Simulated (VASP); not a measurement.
Data:

```
CELL_PARAMETERS angstrom
      4.28009     0.00000     0.00000
      0.00000     4.28009     0.00000
      0.00000     0.00000     4.28009
ATOMIC_POSITIONS crystal
  Cs 0.00000 0.00000 0.00000
  Au 0.50000 0.50000 0.50000
```

Calculation: r2SCAN meta-GGA, VASP's PBE PAW potentials (set 64) (plane waves; VASP). Settings: 400 eV cut-off, 7×7×7 Γ-centred mesh, tetrahedra with Blöchl corrections, potentials Cs_sv Au.

Unless said otherwise, spin-orbit coupling is left out, though it shifts the bands of the heavy elements here.

Give the energies of bands 5 to 13 at the high-symmetry points, in eV from the valence-band maximum.

| band | Γ | X | M | R |
|---|---|---|---|---|
| 5 | -2.96 | -2.46 | -2.61 | -2.14 |
| 6 | -2.55 | -2.19 | -2.44 | -2.14 |
| 7 | -2.55 | -2.14 | -2.31 | -2.14 |
| 8 | -2.15 | -2.14 | -2.31 | -1.93 |
| 9 | -2.15 | -2.12 | -1.93 | -1.93 |
| 10 | -2.15 | -0.92 | -1.16 | 0.00 |
| 11 | 4.35 | 1.31 | 3.85 | 1.88 |
| 12 | 4.35 | 4.34 | 3.85 | 1.88 |
| 13 | 6.93 | 4.83 | 4.85 | 1.88 |

The gap is indirect, 1.31 eV, from the valence maximum at R to the conduction minimum at X.

The structure comes from a computed database's CsAu entry (Pm-3m); how it stands against other phases isn't given here. It was relaxed first.
